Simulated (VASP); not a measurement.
Output of a VASP run:

File OSZICAR:
```
       N       E                     dE             d eps       ncg     rms          rms(c)
DAV:   1     0.717871305030E+02    0.71787E+02   -0.67358E+03   440   0.114E+03
DAV:   2    -0.526596362780E+00   -0.72314E+02   -0.68844E+02   470   0.224E+02
DAV:   3    -0.594017964919E+01   -0.54136E+01   -0.53834E+01   543   0.639E+01
DAV:   4    -0.607919811275E+01   -0.13902E+00   -0.13889E+00   512   0.108E+01
DAV:   5    -0.608349947544E+01   -0.43014E-02   -0.43011E-02   532   0.202E+00    0.178E+00
DAV:   6    -0.603016444734E+01    0.53335E-01   -0.63640E-02   503   0.197E+00    0.117E+00
DAV:   7    -0.601730683764E+01    0.12858E-01   -0.46130E-02   506   0.148E+00    0.472E-01
DAV:   8    -0.601693876074E+01    0.36808E-03   -0.24740E-03   488   0.519E-01    0.803E-02
DAV:   9    -0.601691506950E+01    0.23691E-04   -0.85468E-05   536   0.117E-01    0.340E-02
DAV:  10    -0.601691358889E+01    0.14806E-05   -0.17997E-05   602   0.632E-02    0.394E-03
DAV:  11    -0.601691348274E+01    0.10615E-06   -0.72030E-07   297   0.145E-02
   1 F= -.41094853E+01 E0= -.41094853E+01  d E =-.410949E+01
       N       E                     dE             d eps       ncg     rms          rms(c)
DAV:   1    -0.730524301965E+01   -0.12883E+01   -0.28997E+01   500   0.746E+01    0.750E+00
DAV:   2    -0.626129104303E+01    0.10440E+01   -0.12588E+00   488   0.149E+01    0.340E+00
DAV:   3    -0.594064091233E+01    0.32065E+00   -0.70849E-01   494   0.895E+00    0.190E+00
DAV:   4    -0.593228588087E+01    0.83550E-02   -0.15904E-02   518   0.158E+00    0.150E+00
DAV:   5    -0.592330554511E+01    0.89803E-02   -0.18333E-03   487   0.545E-01    0.927E-02
DAV:   6    -0.592322185711E+01    0.83688E-04   -0.24542E-04   503   0.204E-01    0.809E-02
DAV:   7    -0.592320965821E+01    0.12199E-04   -0.42512E-05   449   0.820E-02    0.198E-02
DAV:   8    -0.592320614512E+01    0.35131E-05   -0.45889E-06   491   0.346E-02    0.262E-02
DAV:   9    -0.592320598715E+01    0.15796E-06   -0.20975E-07   244   0.547E-03
   2 F= -.42623705E+01 E0= -.42623705E+01  d E =-.152885E+00
       N       E                     dE             d eps       ncg     rms          rms(c)
DAV:   1    -0.591840191795E+01    0.48042E-02   -0.49559E-01   506   0.109E+01    0.878E-01
DAV:   2    -0.590193019191E+01    0.16472E-01   -0.19939E-02   491   0.188E+00    0.425E-01
DAV:   3    -0.589676791663E+01    0.51623E-02   -0.11376E-02   494   0.118E+00    0.199E-01
DAV:   4    -0.589670250620E+01    0.65410E-04   -0.19027E-04   505   0.161E-01    0.196E-01
DAV:   5    -0.589654601199E+01    0.15649E-03   -0.12920E-05   500   0.524E-02    0.387E-02
DAV:   6    -0.589650296003E+01    0.43052E-04   -0.55896E-05   491   0.103E-01    0.753E-02
DAV:   7    -0.589650823017E+01   -0.52701E-05   -0.25494E-06   452   0.126E-02    0.147E-01
DAV:   8    -0.589650160762E+01    0.66226E-05   -0.25833E-06   434   0.129E-02    0.533E-02
DAV:   9    -0.589650059189E+01    0.10157E-05   -0.88814E-07   288   0.824E-03    0.135E-03
DAV:  10    -0.589650061945E+01   -0.27563E-07   -0.15325E-07   229   0.493E-03
   3 F= -.42648752E+01 E0= -.42648752E+01  d E =-.155390E+00
```

File OUTCAR:
```
------------------------ aborting loop because EDIFF is reached ----------------------------------------
  FORCE on cell =-STRESS in cart. coord.  units (eV):
  Direction    XX          YY          ZZ          XY          YZ          ZX
  --------------------------------------------------------------------------------------
  Total        1.6115354      1.6115354      1.6115354      0.0000000      0.0000000     -0.0000000
  in kB       49.3843531     49.3843531     49.3843531      0.0000000      0.0000000     -0.0000000
  external PRESSURE =      -0.6156469 kB  Pullay stress =      50.0000000 kB
  volume of cell :       52.28
      direct lattice vectors                 reciprocal lattice vectors
    -0.000000000  2.967861881  2.967861881    -0.168471452  0.168471452  0.168471452
     2.967861881 -0.000000000  2.967861881     0.168471452 -0.168471452  0.168471452
     2.967861881  2.967861881 -0.000000000     0.168471452  0.168471452 -0.168471452
  FREE ENERGIE OF THE ION-ELECTRON SYSTEM (eV)
  ---------------------------------------------------
  free  energy   TOTEN  =        -5.8965006195 eV

  energy  without entropy=       -5.8965006195  energy(sigma->0) =       -5.89650062
  enthalpy is  TOTEN    =        -4.2648751546 eV   P V=        1.6316254648

 reached required accuracy - stopping structural energy minimisation
```
(Selected blocks of OUTCAR.)

### POSCAR
```
NaI
1
    0.0000000000     3.1264603786     3.1264603786
    3.1264603786     0.0000000000     3.1264603786
    3.1264603786     3.1264603786     0.0000000000
Na I
1 1
Direct
  0.0000000000   0.0000000000   0.0000000000
  0.5000000000   0.5000000000   0.5000000000
```

Question: Reconstruct the remaining input files.

Answer: Several could match; the one computed here: the input of the run itself, LDA (Ceperley-Alder, Perdew-Zunger), plane waves, VASP's LDA PAW potentials (set 64).

### INCAR
```
PSTRESS=50
LASPH=T   ! aspherical one-centre terms
SYSTEM=NaI
ISIF=3
ALGO=Normal   ! blocked Davidson
IBRION=2   ! conjugate gradients
NSW=40
LWAVE=F
ISMEAR=0
LCHARG=F
PREC=Accurate
LREAL=F   ! projection in real space or not
LMAXMIX=4   ! l cut-off of mixed one-centre charges
EDIFFG=-0.02
EDIFF=1E-6
ENCUT=500   ! plane-wave cut-off (eV)
SIGMA=0.05   ! width (eV)
NELM=100   ! most electronic steps
```

KPOINTS:
```
kpoints
0
G
  7 7 7
0 0 0
```

POTCAR, in this order: Na_pv I (LDA.64 set). Program: vasp_std.

Energy and stress use the plane-wave basis of the starting cell.

The compound is NaI in the rock salt structure. This run relaxes it under an external pressure of 5 GPa. Symmetry was kept, so distortions that lower it aren't found.
